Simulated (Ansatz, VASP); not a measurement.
# Cross-check of LiZnF3 between VASP and Ansatz

Wanted: the spread between two codes on one cell, functional and k mesh. The cell is generated by rule, not measured, and may not be a known phase. The cell is taken from a series of runs on this material, whose earlier steps may have relaxed, scaled, displaced or heated it; both programs get it as it stands.

Main program and level: Ansatz 0.2.0; plane waves, with VASP 6.6.1 beside it; zone-centre phonons at PBEsol.

The structure was built from a prototype and need not be the compound's stable phase.

### 1. The starting structure

It takes space group R-3c (No. 167, trigonal). Conventional cell: a = 5.183 Å, b = 5.183 Å, c = 13.847 Å, α = 90.00°, β = 90.00°, γ = 120.00°. Li has 3 F at 1.84 Å nearest. Zn has 6 F at 2.03 Å nearest. Nearest to F lie 1 Li at 1.84 Å and 2 Zn at 2.03 Å. Farther neighbours and most contacts between anions are not listed.

### 2. VASP: zone-centre phonons, PBEsol

Second derivatives magnify differences that forces hide, and they need a tight electronic threshold.

Lines of VASP's logs that name or quote its potential files are left out, and so is its time.

File INCAR:

```
SYSTEM = LiZnF3
PREC = Accurate
ENCUT = 750
EDIFF = 1E-08
NELM = 120
ISMEAR = 0
SIGMA = 0.01
LREAL = .FALSE.
ALGO = Normal
GGA = PS
NBANDS = 46
LORBIT = 11
LWAVE = .FALSE.
LCHARG = .FALSE.
ISIF = 2
IBRION = 8
LEPSILON = .TRUE.
LASPH = .TRUE.
GGA_COMPAT = .FALSE.
EFERMI = MIDGAP
KPAR = 2
```

File POSCAR:

```
LiZnF3
1.0
    2.5913554486      1.4961197658      4.6156195409
   -2.5913554486      1.4961197658      4.6156195409
    0.0000000000     -2.9922395316      4.6156195409
Li Zn F
2 2 6
Direct
    0.7500000000      0.7500000000      0.7500000000
    0.2500000000      0.2500000000      0.2500000000
    0.5000000000      0.5000000000      0.5000000000
    0.0000000000      0.0000000000      0.0000000000
    0.2500000000      0.8942970337      0.6057029663
    0.7500000000      0.1057029663      0.3942970337
    0.6057029663      0.2500000000      0.8942970337
    0.3942970337      0.7500000000      0.1057029663
    0.8942970337      0.6057029663      0.2500000000
    0.1057029663      0.3942970337      0.7500000000
```

File KPOINTS:

```
Automatic mesh
0
Gamma
6 6 6
0 0 0
```

PAW data sets: Li_sv, Zn and F (PBE family, release 64).

The run is started by

```bash
mpirun -np 2 vasp_std
```

Numbers of over 12 decimals in the logs are rounded to 6 here.

The log of the run:

```text
[banner, memory and clock lines left out]
running    2 mpi-ranks, on    1 nodes
 distrk:  each k-point on    1 cores,    2 groups
 distr:  one band on    1 cores,    1 groups

 POSCAR found type information on POSCAR LiZnF
 POSCAR found :  3 types and      10 ions
|                                                                             |
|               ----> ADVICE to this user running VASP <----                  |
|                                                                             |
|     You enforced a specific xc type in the INCAR file but a different       |
|     [... a line on the potential file left out ...]
|     I HOPE YOU KNOW WHAT YOU ARE DOING!                                     |
|                                                                             |

 LDA part: xc-table for (Slater+PW92), standard interpolation
 POSCAR, INCAR and KPOINTS ok, starting setup
 FFT: planning ... GRIDC
 FFT: planning ... GRID_SOFT
 FFT: planning ... GRID
 WAVECAR not read
 entering main loop
       N       E                     dE             d eps       ncg     rms          rms(c)
DAV:   1     0.106247242714E+04    0.10625E+04   -0.44104E+04  2952   0.254E+03
DAV:   2     0.107630294289E+03   -0.95484E+03   -0.90251E+03  3110   0.646E+02
DAV:   3    -0.377114994677E+02   -0.14534E+03   -0.14359E+03  3198   0.233E+02
DAV:   4    -0.474593292375E+02   -0.97478E+01   -0.96817E+01  4504   0.515E+01
DAV:   5    -0.479494448371E+02   -0.49012E+00   -0.48726E+00  4506   0.891E+00    0.146E+01
DAV:   6    -0.441763538582E+02    0.37731E+01   -0.10409E+01  3970   0.415E+01    0.901E+00
DAV:   7    -0.442191286870E+02   -0.42775E-01   -0.25134E+00  3340   0.910E+00    0.587E+00
DAV:   8    -0.442413618767E+02   -0.22233E-01   -0.10064E+00  3848   0.174E+01    0.213E+00
DAV:   9    -0.441806818523E+02    0.60680E-01   -0.14712E-01  4536   0.114E+01    0.821E-01
DAV:  10    -0.441748812639E+02    0.58006E-02   -0.14243E-01  4706   0.888E+00    0.415E-01
DAV:  11    -0.441746898337E+02    0.19143E-03   -0.30113E-02  4420   0.235E+00    0.902E-02
DAV:  12    -0.441748806253E+02   -0.19079E-03   -0.19648E-03  3396   0.260E-01    0.556E-02
DAV:  13    -0.441749390693E+02   -0.58444E-04   -0.21410E-04  3654   0.363E-01    0.641E-02
DAV:  14    -0.441749021954E+02    0.36874E-04   -0.11969E-04  4468   0.279E-01    0.210E-02
DAV:  15    -0.441749025781E+02   -0.38274E-06   -0.81295E-05  3942   0.109E-01    0.731E-03
DAV:  16    -0.441749023656E+02    0.21249E-06   -0.64585E-06  4772   0.459E-02    0.239E-03
DAV:  17    -0.441749023622E+02    0.33888E-08   -0.18878E-06  4056   0.358E-02    0.846E-04
DAV:  18    -0.441749024234E+02   -0.61216E-07   -0.20930E-07  3382   0.987E-03    0.223E-04
DAV:  19    -0.441749024334E+02   -0.99299E-08   -0.51811E-08  3008   0.142E-03
   1 F= -.44174902E+02 E0= -.44174902E+02  d E =0.000000E+00
 Linear response reoptimize wavefunctions to high precision
DAV:   1    -0.441749024312E+02    0.21846E-08   -0.18641E-09  1976   0.276E-04
DAV:   2    -0.441749024312E+02   -0.61846E-10   -0.27322E-10  1904   0.103E-04
 Linear response G [H, r] |phi>, progress :
  Direction:   1
       N       E                     dE             d eps       ncg     rms
RMM:   1    -0.248791592260E+03   -0.24879E+03    0.93190E+02  4777   0.266E+02
RMM:   2    -0.217619997402E+03    0.31172E+02   -0.97111E+01  5763   0.588E+01
RMM:   3    -0.218344359161E+03   -0.72436E+00   -0.86546E+00  7100   0.133E+01
RMM:   4    -0.218667978663E+03   -0.32362E+00   -0.23267E+00  7932   0.519E+00
RMM:   5    -0.218769157881E+03   -0.10118E+00   -0.55420E-01  8038   0.249E+00
RMM:   6    -0.218792654634E+03   -0.23497E-01   -0.13073E-01  8106   0.120E+00
RMM:   7    -0.218798142306E+03   -0.54877E-02   -0.32788E-02  8176   0.601E-01
RMM:   8    -0.218799533578E+03   -0.13913E-02   -0.95447E-03  8260   0.311E-01
RMM:   9    -0.218799888042E+03   -0.35446E-03   -0.26288E-03  8293   0.166E-01
RMM:  11    -0.218800047997E+03   -0.46258E-04    0.11975E-03  8288   0.548E-02
RMM:  12    -0.218800053824E+03   -0.58270E-05    0.18776E-03  8263   0.348E-02
RMM:  13    -0.218800057891E+03   -0.40667E-05    0.17607E-03  8211   0.237E-02
RMM:  14    -0.218800054526E+03    0.33645E-05    0.97108E-04  8187   0.175E-02
RMM:  15    -0.218800050964E+03    0.35619E-05    0.17054E-03  8104   0.141E-02
RMM:  16    -0.218800051566E+03   -0.60194E-06    0.35194E-04  8002   0.121E-02
RMM:  17    -0.218800052645E+03   -0.10783E-05    0.16454E-03  7873   0.110E-02
RMM:  18    -0.218800052673E+03   -0.27987E-07    0.72394E-04  7730   0.103E-02
RMM:  19    -0.218800056883E+03   -0.42109E-05    0.19134E-03  7586   0.100E-02
RMM:  20    -0.218800054931E+03    0.19520E-05    0.83790E-04  7384   0.981E-03
RMM:  21    -0.218800059070E+03   -0.41381E-05    0.10359E-03  7239   0.971E-03
 Linear response G [H, r] |phi>, progress :
  Direction:   2
[...]
RMM:  17    -0.175433467195E+00   -0.28979E-06   -0.50710E-06 10197   0.233E-03    0.642E-05
RMM:  18    -0.175433713166E+00   -0.24597E-06   -0.43697E-06 10142   0.210E-03    0.674E-05
RMM:  19    -0.175433865604E+00   -0.15244E-06   -0.36433E-06 10329   0.189E-03    0.726E-05
RMM:  20    -0.175433939286E+00   -0.73682E-07   -0.31367E-06 10227   0.172E-03    0.791E-05
RMM:  21    -0.175434210430E+00   -0.27114E-06   -0.26935E-06  8871   0.156E-03    0.758E-05
[...]
RMM:  19    -0.212228495586E+00    0.55147E-08   -0.76615E-08 26894   0.151E-04    0.159E-07
 first order change of Fermi-energy  -0.28221E-05
 force on displaced ion       3 direction 1 : -10.274   0.001  -0.000
 Born effective charge ion    3 direction 1 :   2.238   0.138  -0.000
 Linear response progress:
  Degree of freedom:   4/  6
       N       E                     dE             d eps       ncg     rms          rms(c)
RMM:   1    -0.219524965387E+00   -0.21952E+00   -0.57364E-02  6954   0.235E+00
RMM:   2    -0.214064105870E+00    0.54609E-02   -0.80930E-03  5872   0.685E-01    0.126E-01
RMM:   3    -0.213543737176E+00    0.52037E-03   -0.18963E-03  7386   0.172E-01    0.776E-02
RMM:   4    -0.212903043738E+00    0.64069E-03   -0.17684E-04  7685   0.578E-02    0.365E-02
RMM:   5    -0.212368054433E+00    0.53499E-03   -0.10119E-04  7702   0.406E-02    0.595E-03
RMM:   6    -0.212373346815E+00   -0.52924E-05   -0.50208E-05  9098   0.119E-02    0.211E-03
RMM:   7    -0.212371504184E+00    0.18426E-05   -0.42366E-05  9224   0.672E-03    0.730E-04
RMM:   8    -0.212376314710E+00   -0.48105E-05   -0.31041E-05  9961   0.327E-03    0.409E-04
RMM:   9    -0.212375843973E+00    0.47074E-06   -0.23357E-05  9967   0.187E-03    0.123E-04
RMM:  10    -0.212375292940E+00    0.55103E-06   -0.16193E-05 10294   0.104E-03    0.875E-05
RMM:  11    -0.212374837664E+00    0.45528E-06   -0.12471E-05 10117   0.648E-04    0.541E-05
RMM:  12    -0.212374486374E+00    0.35129E-06   -0.86670E-06 10346   0.432E-04    0.229E-05
RMM:  13    -0.212374254813E+00    0.23156E-06   -0.67048E-06 10547   0.301E-04    0.234E-05
RMM:  14    -0.212374002597E+00    0.25222E-06   -0.35433E-06 10539   0.226E-04    0.339E-05
[...]
RMM:  25    -0.212373582323E+00    0.69619E-07   -0.25903E-08  9215   0.118E-04    0.143E-06
RMM:  26    -0.212373604347E+00   -0.22024E-07   -0.44924E-08  8985   0.118E-04    0.519E-07
RMM:  27    -0.212373530646E+00    0.73701E-07    0.56731E-07  8059   0.117E-04    0.239E-07
RMM:  28    -0.212373614896E+00   -0.84250E-07   -0.27789E-07  7638   0.117E-04    0.237E-07
RMM:  29    -0.212373556977E+00    0.57919E-07    0.27875E-07  7284   0.117E-04    0.187E-07
RMM:  30    -0.212373594606E+00   -0.37629E-07   -0.54892E-08  7228   0.117E-04    0.181E-07
RMM:  31    -0.212373530730E+00    0.63876E-07    0.59695E-07  7176   0.116E-04    0.192E-07
RMM:  32    -0.212373609403E+00   -0.78674E-07   -0.22484E-07  7182   0.116E-04    0.162E-07
 first order change of Fermi-energy  -0.12926E-04
 force on displaced ion       3 direction 3 :   0.000  -0.000  -9.939
 Born effective charge ion    3 direction 3 :  -0.000   0.000   2.259
 Linear response progress:
  Degree of freedom:   5/  6
       N       E                     dE             d eps       ncg     rms          rms(c)
RMM:   1    -0.548478085482E+00   -0.54848E+00    0.81705E-01 25284   0.352E+00
RMM:   2    -0.536061386975E+00    0.12417E-01   -0.10161E-02 19562   0.655E-01    0.178E-01
RMM:   3    -0.537240404552E+00   -0.11790E-02   -0.11554E-03 23593   0.171E-01    0.950E-02
RMM:   4    -0.538609189344E+00   -0.13688E-02   -0.36751E-04 24752   0.864E-02    0.184E-02
RMM:   5    -0.538784890443E+00   -0.17570E-03   -0.97551E-05 28324   0.406E-02    0.690E-03
RMM:   6    -0.538787505436E+00   -0.26150E-05   -0.10668E-05 28429   0.206E-02    0.289E-03
RMM:   7    -0.538745951011E+00    0.41554E-04    0.60684E-06 29433   0.106E-02    0.117E-03
RMM:   8    -0.538742719301E+00    0.32317E-05    0.13597E-05 28861   0.554E-03    0.566E-04
RMM:   9    -0.538742329271E+00    0.39003E-06    0.10848E-05 30051   0.310E-03    0.131E-04
RMM:  10    -0.538743632472E+00   -0.13032E-05    0.85631E-06 29608   0.171E-03    0.115E-04
RMM:  11    -0.538744082454E+00   -0.44998E-06    0.60277E-06 30102   0.103E-03    0.296E-05
RMM:  12    -0.538744339118E+00   -0.25666E-06    0.32646E-06 29813   0.672E-04    0.179E-05
RMM:  13    -0.538744459658E+00   -0.12054E-06    0.27907E-06 30130   0.470E-04    0.921E-06
RMM:  14    -0.538744618725E+00   -0.15907E-06    0.15339E-06 30027   0.359E-04    0.293E-06
RMM:  15    -0.538744685779E+00   -0.67054E-07    0.11169E-06 30027   0.297E-04    0.391E-06
RMM:  16    -0.538744719368E+00   -0.33590E-07    0.80447E-07 29849   0.262E-04    0.288E-06
RMM:  17    -0.538744769175E+00   -0.49807E-07    0.37178E-07 29802   0.242E-04    0.181E-06
RMM:  18    -0.538744792860E+00   -0.23685E-07    0.23449E-07 29352   0.230E-04    0.102E-06
RMM:  19    -0.538744800727E+00   -0.78669E-08    0.11752E-07 29017   0.224E-04    0.102E-06
RMM:  20    -0.538744808865E+00   -0.81377E-08    0.50262E-08 28860   0.219E-04    0.387E-07
 first order change of Fermi-energy   0.24283E+00
 force on displaced ion       5 direction 1 :  -6.494   0.063   3.174
 Born effective charge ion    5 direction 1 :  -1.174  -0.107   0.303
 Linear response progress:
  Degree of freedom:   6/  6
       N       E                     dE             d eps       ncg     rms          rms(c)
RMM:   1    -0.546372996860E+00   -0.54637E+00    0.78540E-01 25266   0.339E+00
RMM:   2    -0.536926701606E+00    0.94463E-02   -0.82570E-03 17685   0.613E-01    0.158E-01
RMM:   3    -0.538130392534E+00   -0.12037E-02   -0.91796E-04 21933   0.163E-01    0.847E-02
RMM:   4    -0.539530545114E+00   -0.14002E-02   -0.34232E-04 22259   0.759E-02    0.141E-02
RMM:   5    -0.539693119042E+00   -0.16257E-03   -0.94512E-05 25266   0.332E-02    0.412E-03
RMM:   6    -0.539630282902E+00    0.62836E-04   -0.28280E-05 26484   0.169E-02    0.119E-03
RMM:   7    -0.539634842052E+00   -0.45591E-05   -0.70806E-06 28358   0.765E-03    0.552E-04
RMM:   8    -0.539631336541E+00    0.35055E-05   -0.24859E-06 28293   0.397E-03    0.314E-04
RMM:   9    -0.539631270926E+00    0.65615E-07   -0.22945E-06 29066   0.216E-03    0.698E-05
RMM:  10    -0.539632109292E+00   -0.83837E-06   -0.70118E-07 29181   0.126E-03    0.393E-05
RMM:  11    -0.539632060382E+00    0.48910E-07    0.14055E-07 29248   0.795E-04    0.213E-05
RMM:  12    -0.539632026262E+00    0.34120E-07   -0.12755E-07 29187   0.538E-04    0.849E-06
RMM:  13    -0.539632009959E+00    0.16303E-07    0.21024E-10 29623   0.399E-04    0.482E-06
RMM:  14    -0.539632010049E+00   -0.89826E-10   -0.28287E-08 29430   0.321E-04    0.421E-06
 first order change of Fermi-energy   0.10051E-01
 force on displaced ion       5 direction 3 :   3.175   1.833  -4.682
 Born effective charge ion    5 direction 3 :   0.289   0.167  -1.091
 Born effective charges drift removed
 Linear response finished
```

(Continued in part 2 of 3.)

[Lines on the potential files, build, host, timing and source positions are cut from VASP's logs without a mark.]

[Logs are printed without paths, hosts, clocks, repeated set-up lines and the standing remarks that a program may print on its own settings, such as how far it seeks lower states.]

[Hosts, paths, dates, database ids (printed as entryN), source tags and the programs' standing remarks are cut or masked in the printed files.]
